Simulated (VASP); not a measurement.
Consider the following.

```xyz
4
Lattice="3.7732 0.0000 0.0000 0.0000 3.7732 0.0000 0.0000 0.0000 4.7937" Properties=species:S:1:pos:R:3 pbc="T T T"
Sn     1.8866     3.7732     3.6505
Sn     0.0000     1.8866     1.1432
O      1.8866     1.8866     0.0000
O      0.0000     0.0000     0.0000
```

All values below come from AM05 GGA, VASP's PBE PAW potentials (set 64) (plane waves; VASP). Settings: 520 eV cut-off, 6×6×5 Γ-centred mesh, Gaussian smearing of 0.050 eV, potentials Sn_d O.

Without a dispersion term in the relaxation, distances and binding between the weakly bound layers, chains or molecules are unreliable, and so is what depends on them.

Question: The ions and cell shape at fixed volume are relaxed. Which structure does the run end with?

Answer: 
```xyz
4
Lattice="3.7977 0.0000 0.0000 0.0000 3.7977 0.0000 0.0000 0.0000 4.7319" Properties=species:S:1:pos:R:3 pbc="T T T"
Sn     1.8989     3.7977     3.5734
Sn     0.0000     1.8989     1.1585
O      1.8989     1.8989     0.0000
O      0.0000     0.0000     0.0000
```
Space group P4/nmm (129), at a tolerance of 0.03 Å.

Question: How much energy does the relaxation gain?

Answer: The energy (σ→0) changes by -4.1 meV/atom, in 7 ionic steps.

The compound is SnO in the litharge structure. This cell is one point of a volume scan, at 0.97 of the reference volume. Symmetry was kept, so distortions that lower it aren't found.
